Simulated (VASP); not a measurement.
OSZICAR of a VASP run on Hf₃VN₄ (ordered alloy cell):

**OSZICAR**
```
       N       E                     dE             d eps       ncg     rms          rms(c)
DAV:   1     0.505962090034E+03    0.50596E+03   -0.33985E+04 13616   0.175E+03
DAV:   2    -0.608177336718E+02   -0.56678E+03   -0.55162E+03 16140   0.479E+02
DAV:   3    -0.102810802536E+03   -0.41993E+02   -0.40900E+02 16361   0.112E+02
DAV:   4    -0.104146321629E+03   -0.13355E+01   -0.12975E+01 17144   0.190E+01
DAV:   5    -0.104178591585E+03   -0.32270E-01   -0.32369E-01 16989   0.254E+00    0.105E+02
DAV:   6    -0.107557894416E+03   -0.33793E+01   -0.21664E+02 18221   0.659E+01    0.752E+01
DAV:   7    -0.951040539536E+02    0.12454E+02   -0.22429E+02 19021   0.131E+02    0.670E+01
DAV:   8    -0.951057172495E+02   -0.16633E-02   -0.58524E+01 16078   0.303E+01    0.300E+01
DAV:   9    -0.894424990063E+02    0.56632E+01   -0.16648E+01 17348   0.214E+01    0.599E+00
DAV:  10    -0.893108064351E+02    0.13169E+00   -0.17277E+00 17534   0.655E+00    0.684E+00
DAV:  11    -0.892920495562E+02    0.18757E-01   -0.18106E-01 18436   0.282E+00    0.408E+00
DAV:  12    -0.893852402558E+02   -0.93191E-01   -0.52363E-01 18786   0.437E+00    0.403E+00
DAV:  13    -0.892743685761E+02    0.11087E+00   -0.36224E-01 18387   0.378E+00    0.919E-01
DAV:  14    -0.892739124738E+02    0.45610E-03   -0.10772E-02 16062   0.538E-01    0.572E-01
DAV:  15    -0.892754994264E+02   -0.15870E-02   -0.11920E-02 18011   0.703E-01    0.455E-01
DAV:  16    -0.892737804674E+02    0.17190E-02   -0.32762E-03 17935   0.398E-01    0.107E-01
DAV:  17    -0.892740740478E+02   -0.29358E-03   -0.24912E-04 17596   0.110E-01    0.740E-02
DAV:  18    -0.892740672918E+02    0.67560E-05   -0.10177E-05 17289   0.217E-02    0.381E-02
DAV:  19    -0.892739770441E+02    0.90248E-04   -0.20396E-05 18320   0.310E-02    0.106E-02
DAV:  20    -0.892740029541E+02   -0.25910E-04   -0.13716E-06 15450   0.731E-03    0.445E-03
DAV:  21    -0.892740102282E+02   -0.72741E-05   -0.16669E-07 12118   0.250E-03    0.115E-03
DAV:  22    -0.892740136042E+02   -0.33760E-05   -0.39608E-08  8848   0.131E-03    0.523E-04
DAV:  23    -0.892740141764E+02   -0.57222E-06   -0.11164E-08  8293   0.555E-04    0.442E-04
DAV:  24    -0.892740129416E+02    0.12348E-05   -0.32456E-09  8078   0.406E-04    0.133E-04
DAV:  25    -0.892740129454E+02   -0.37580E-08   -0.93136E-10  7998   0.171E-04
   1 F= -.89274013E+02 E0= -.89274013E+02  d E =0.000000E+00
```

Q: Which electronic solver shows in the log?

A: It is blocked Davidson (ALGO = Normal, or the opening steps of other solvers). The INCAR had ALGO = Normal.

Q: How was spin treated?

A: Without spin polarisation: there is no mag entry.

Q: Can the final energy be trusted as converged?

A: Self-consistency was reached. It stopped with EDIFF = 1E-7, NELM = 100 (PBEsol GGA, plane waves, VASP's PBE PAW potentials (set 64)).

The structure was generated: Hf3VN4 was put into an ordered model structure (Cmmm), which need not be its known phase. It was relaxed first. The run is not spin-polarised, so no magnetic state was tried. The electron count is odd and the run is not spin-polarised, which forces a metal.
